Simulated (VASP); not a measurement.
Here is the system:

```xyz
2
Lattice="0.0000 2.9100 2.9100 2.9100 0.0000 2.9100 2.9100 2.9100 0.0000" Properties=species:S:1:pos:R:3 pbc="T T T"
Cd     0.0000     0.0000     0.0000
S      1.4550     1.4550     1.4550
```

The numbers are results of PBE GGA, VASP's PBE PAW potentials (set 64) (plane waves; VASP), not measurements. Run with EDIFF = 1E-4, 400 eV cut-off, 7×7×7 Γ-centred mesh, Gaussian smearing of 0.050 eV, potentials Cd S.

### Question
Give the stress tensor in GPa (positive for a compressed cell).

### Answer

```
3.09  0.00  0.00
0.00  3.09  0.00
0.00  0.00  3.09
```
The pressure is its mean diagonal, 3.09 GPa.

The compound is CdS in the zinc blende structure, a metastable form; wurtzite is the usual one. The cell was not relaxed at this level. The run is one of a series of settings (EDIFF = 1E-4 against the base run), some of them coarse on purpose.
